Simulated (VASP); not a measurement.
Level of theory: PBEsol GGA, VASP's PBE PAW potentials (set 64) (plane waves; VASP).

VASP input:

INCAR:
```
ALGO=Normal
EDIFF=1E-6
EDIFFG=-0.02
ENCUT=500
GGA=PS
IBRION=2
ISIF=3
ISMEAR=1
LASPH=.TRUE.
LCHARG=.FALSE.
LMAXMIX=6
LREAL=.FALSE.
LWAVE=.FALSE.
NELM=100
NSW=40
PREC=Accurate
PSTRESS=300
SIGMA=0.1
SYSTEM=HgTe
```

POSCAR:
```
HgTe
1.0
  3.4777547364   0.0000000000   0.0000000000
  0.0000000000   3.4777547364   0.0000000000
  0.0000000000   0.0000000000   3.4777547364
Hg Te
1 1
Direct
  0.0000000000   0.0000000000   0.0000000000
  0.5000000000   0.5000000000   0.5000000000
```

**KPOINTS**
```
Automatic mesh
0
Gamma
11 11 11
0 0 0
```

POTCAR, in this order: Hg Te (PBE.64 set). Program: vasp_std.

The run wrote:

OUTCAR:
```
 ion  position               nearest neighbor table
   1  0.000  0.000  0.000-   2 3.01   2 3.01   2 3.01   2 3.01   2 3.01   2 3.01   2 3.01   2 3.01
  LATTYP: Found a simple cubic cell.
 ALAT       =     3.4777547364
 Subroutine PRICEL returns:
 Original cell was already a primitive cell.
 Subroutine GETGRP returns: Found 48 space group operations
The static configuration has the point symmetry O_h .
The dynamic configuration has the point symmetry O_h .
 Subroutine INISYM returns: Found 48 space group operations
 Subroutine IBZKPT returns following result:
 Found     56 irreducible k-points:

 Following reciprocal coordinates:
            Coordinates               Weight
  0.000000  0.000000  0.000000      1.000000
  0.090909  0.000000  0.000000      6.000000
  0.181818  0.000000  0.000000      6.000000
  0.272727  0.000000  0.000000      6.000000
  0.363636  0.000000  0.000000      6.000000
  0.454545  0.000000  0.000000      6.000000
  0.090909  0.090909  0.000000     12.000000
  0.181818  0.090909  0.000000     24.000000
  0.272727  0.090909  0.000000     24.000000
  0.363636  0.090909  0.000000     24.000000
...
```

OSZICAR:
```
       N       E                     dE             d eps       ncg     rms          rms(c)
DAV:   1     0.109408335921E+03    0.10941E+03   -0.86569E+03  1472   0.124E+03
DAV:   2     0.289642545812E+00   -0.10912E+03   -0.10390E+03  1616   0.282E+02
DAV:   3    -0.336468822352E+01   -0.36543E+01   -0.36043E+01  1746   0.528E+01
DAV:   4    -0.338764619411E+01   -0.22958E-01   -0.22948E-01  1591   0.423E+00
DAV:   5    -0.338790523225E+01   -0.25904E-03   -0.25904E-03  1836   0.478E-01    0.136E+01
DAV:   6    -0.324640797204E+01    0.14150E+00   -0.35421E-01  1621   0.938E+00    0.933E+00
DAV:   7    -0.323792019282E+01    0.84878E-02   -0.77154E-02  1646   0.270E+00    0.138E+00
DAV:   8    -0.323609515487E+01    0.18250E-02   -0.14426E-02  1566   0.181E+00    0.417E-01
DAV:   9    -0.323604131448E+01    0.53840E-04   -0.81731E-04  1641   0.314E-01    0.776E-02
DAV:  10    -0.323604435030E+01   -0.30358E-05   -0.18142E-05  1646   0.486E-02    0.299E-02
DAV:  11    -0.323604570999E+01   -0.13597E-05   -0.94307E-07   983   0.120E-02    0.134E-02
DAV:  12    -0.323604556932E+01    0.14068E-06   -0.50926E-07   793   0.989E-03
   1 F= 0.46399874E+01 E0= 0.46400698E+01  d E =0.463999E+01
       N       E                     dE             d eps       ncg     rms          rms(c)
DAV:   1    -0.758121019561E+01   -0.43452E+01   -0.11515E+02  1606   0.142E+02    0.214E+01
DAV:   2    -0.180772633160E+01    0.57735E+01   -0.18024E+01  1576   0.666E+01    0.522E+00
DAV:   3    -0.147600711460E+01    0.33172E+00   -0.88114E-01  1481   0.875E+00    0.288E+00
DAV:   4    -0.139688307456E+01    0.79124E-01   -0.11879E-01  1556   0.207E+00    0.145E+00
DAV:   5    -0.139165988922E+01    0.52232E-02   -0.15978E-02  1636   0.103E+00    0.104E+00
DAV:   6    -0.139227187577E+01   -0.61199E-03   -0.25539E-03  1501   0.565E-01    0.198E-01
DAV:   7    -0.139226388039E+01    0.79954E-05   -0.21751E-04  1721   0.172E-01    0.909E-02
DAV:   8    -0.139225888639E+01    0.49940E-05   -0.67841E-06  1566   0.306E-02    0.567E-02
DAV:   9    -0.139226284881E+01   -0.39624E-05   -0.18221E-06  1100   0.217E-02    0.791E-03
DAV:  10    -0.139226295825E+01   -0.10944E-06   -0.77325E-07   773   0.127E-02
   2 F= 0.50751610E+01 E0= 0.50752561E+01  d E =0.435174E+00
       N       E                     dE             d eps       ncg     rms          rms(c)
DAV:   1    -0.555002530058E+01   -0.41578E+01   -0.59263E+01  1576   0.107E+02    0.164E+01
DAV:   2    -0.321909049054E+01    0.23309E+01   -0.58003E+00  1471   0.401E+01    0.895E+00
DAV:   3    -0.297636589274E+01    0.24272E+00   -0.48281E-01  1651   0.873E+00    0.753E+00
DAV:   4    -0.289136140618E+01    0.85004E-01   -0.95239E-02  1521   0.241E+00    0.181E+00
DAV:   5    -0.288696741992E+01    0.43940E-02   -0.88464E-03  1621   0.114E+00    0.117E+00
DAV:   6    -0.288701679907E+01   -0.49379E-04   -0.49342E-04  1621   0.233E-01    0.116E+00
DAV:   7    -0.288712411233E+01   -0.10731E-03   -0.24153E-05  1656   0.547E-02    0.124E+00
DAV:   8    -0.288685354188E+01    0.27057E-03   -0.47512E-03  1539   0.775E-01    0.246E+00
DAV:   9    -0.288735503987E+01   -0.50150E-03   -0.97560E-04  1616   0.281E-01    0.289E+00
DAV:  10    -0.288712750034E+01    0.22754E-03   -0.11716E-05  1586   0.372E-02    0.280E+00
DAV:  11    -0.288709900040E+01    0.28500E-04   -0.73833E-06  1541   0.365E-02    0.284E+00
DAV:  12    -0.288711647701E+01   -0.17477E-04   -0.86825E-07   763   0.934E-03    0.288E+00
DAV:  13    -0.288665527958E+01    0.46120E-03   -0.42703E-04  1526   0.194E-01    0.198E+00
DAV:  14    -0.288642460610E+01    0.23067E-03   -0.29352E-04  1581   0.155E-01    0.132E+00
DAV:  15    -0.288636085654E+01    0.63750E-04   -0.50440E-05  1651   0.666E-02    0.105E+00
DAV:  16    -0.288635007059E+01    0.10786E-04   -0.31511E-06  1417   0.169E-02    0.984E-01
DAV:  17    -0.288634138270E+01    0.86879E-05   -0.27030E-06  1134   0.174E-02    0.901E-01
DAV:  18    -0.288632260928E+01    0.18773E-04   -0.14364E-05  1621   0.463E-02    0.669E-01
DAV:  19    -0.288629130853E+01    0.31301E-04   -0.10513E-04  1551   0.117E-01    0.146E-01
DAV:  20    -0.288628916211E+01    0.21464E-05   -0.88611E-06  1661   0.276E-02    0.311E-02
DAV:  21    -0.288628882023E+01    0.34188E-06   -0.36426E-07   738   0.594E-03
   3 F= 0.45624726E+01 E0= 0.45623545E+01  d E =-.775148E-01
       N       E                     dE             d eps       ncg     rms          rms(c)
DAV:   1    -0.287520488615E+01    0.11084E-01   -0.72808E-03  1591   0.116E+00    0.129E-01
DAV:   2    -0.287488850147E+01    0.31638E-03   -0.81707E-04  1531   0.491E-01    0.631E-02
DAV:   3    -0.287486137602E+01    0.27125E-04   -0.72383E-05  1601   0.991E-02    0.505E-02
DAV:   4    -0.287485685483E+01    0.45212E-05   -0.13610E-05  1526   0.332E-02    0.993E-03
DAV:   5    -0.287485665951E+01    0.19532E-06   -0.12217E-06   938   0.146E-02
   4 F= 0.45623916E+01 E0= 0.45622676E+01  d E =-.775958E-01
```

File OUTCAR:
```
------------------------ aborting loop because EDIFF is reached ----------------------------------------
  FORCE on cell =-STRESS in cart. coord.  units (eV):
  Direction    XX          YY          ZZ          XY          YZ          ZX
  --------------------------------------------------------------------------------------
  Total        7.4174558      7.4174558      7.4174558     -0.0000000     -0.0000000      0.0000000
  in kB      299.2016210    299.2016210    299.2016210     -0.0000000     -0.0000000      0.0000000
  external PRESSURE =      -0.7983790 kB  Pullay stress =     300.0000000 kB
  volume of cell :       39.72
      direct lattice vectors                 reciprocal lattice vectors
     3.411933323 -0.000000000 -0.000000000     0.293088963  0.000000000 -0.000000000
    -0.000000000  3.411933323 -0.000000000     0.000000000  0.293088963 -0.000000000
     0.000000000  0.000000000  3.411933323     0.000000000  0.000000000  0.293088963
 POSITION                                       TOTAL-FORCE (eV/Angst)
 -----------------------------------------------------------------------------------
      0.00000      0.00000      0.00000         0.000000      0.000000      0.000000
      1.70597      1.70597      1.70597        -0.000000     -0.000000      0.000000
 -----------------------------------------------------------------------------------
    total drift:                               -0.000000      0.000000     -0.000000
  FREE ENERGIE OF THE ION-ELECTRON SYSTEM (eV)
  ---------------------------------------------------
  free  energy   TOTEN  =        -2.8748566595 eV

  energy  without entropy=       -2.8752285463  energy(sigma->0) =       -2.87498062
  enthalpy is  TOTEN    =         4.5623916018 eV   P V=        7.4372482613

 reached required accuracy - stopping structural energy minimisation
```
(Selected blocks of OUTCAR.)

**CONTCAR**
```
HgTe
   1.00000000000000
     3.4119333232570654   -0.0000000000000000   -0.0000000000000000
    -0.0000000000000000    3.4119333232570654   -0.0000000000000000
     0.0000000000000000    0.0000000000000000    3.4119333232570654
  Hg              Te
     1     1
Direct
     0.0000000000000000    0.0000000000000000    0.0000000000000000
     0.5000000000000000    0.5000000000000000    0.5000000000000000
```

File OUTCAR:
```
 val. band max:        8.8927573086   @ k =   0.3636   0.0909   0.0909

 cond. band min:       8.9559551496   @ k =   0.4545   0.0909   0.0000


 Fermi energy:         8.9072021891

 k-point     1 :       0.0000    0.0000    0.0000
  band No.  band energies     occupation
      1      -6.1716      2.00000
      2       0.6131      2.00000
      3       0.6131      2.00000
      4       1.6599      2.00000
      5       1.6599      2.00000
      6       1.6599      2.00000
      7       7.2272      2.00000
      8       7.2272      2.00000
      9       7.2272      2.00000
     10       7.7001      2.00000
     11      14.3223      0.00000
     12      14.3223      0.00000
     13      21.1767      0.00000

 k-point     2 :       0.0909    0.0000    0.0000
  band No.  band energies     occupation
      1      -6.0683      2.00000
      2       0.6241      2.00000
      3       0.6356      2.00000
      4       1.5939      2.00000
      5       1.5939      2.00000
      6       1.6619      2.00000
      7       5.8245      2.00000
      8       7.4077      2.00000
      9       7.4077      2.00000
     10       8.8521      1.79351
     11      14.2959      0.00000
     12      14.8356      0.00000
     13      20.2690      0.00000

 k-point     3 :       0.1818    0.0000    0.0000
  band No.  band energies     occupation
      1      -5.7644      2.00000
      2       0.6444      2.00000
      3       0.6539      2.00000
      4       1.4291      2.00000
      5       1.4291      2.00000
      6       1.6673      2.00000
      7       4.2690      2.00000
      8       7.9111      2.00000
      9       7.9111      2.00000
     10       9.8089     -0.00000
     11      14.2225      0.00000
     12      16.1670      0.00000
     13      18.6132      0.00000

 k-point     4 :       0.2727    0.0000    0.0000
  band No.  band energies     occupation
      1      -5.2842      2.00000
      2       0.4195      2.00000
      3       0.6935      2.00000
...
```

Energy and stress use the plane-wave basis of the starting cell. Unless said otherwise, spin-orbit coupling is left out, though it shifts the bands of the heavy elements here.

The structure was generated: HgTe was put into the CsCl type type (Pm-3m), which need not be its known phase. This run relaxes it under an external pressure of 30 GPa. Symmetry was kept, so distortions that lower it aren't found.
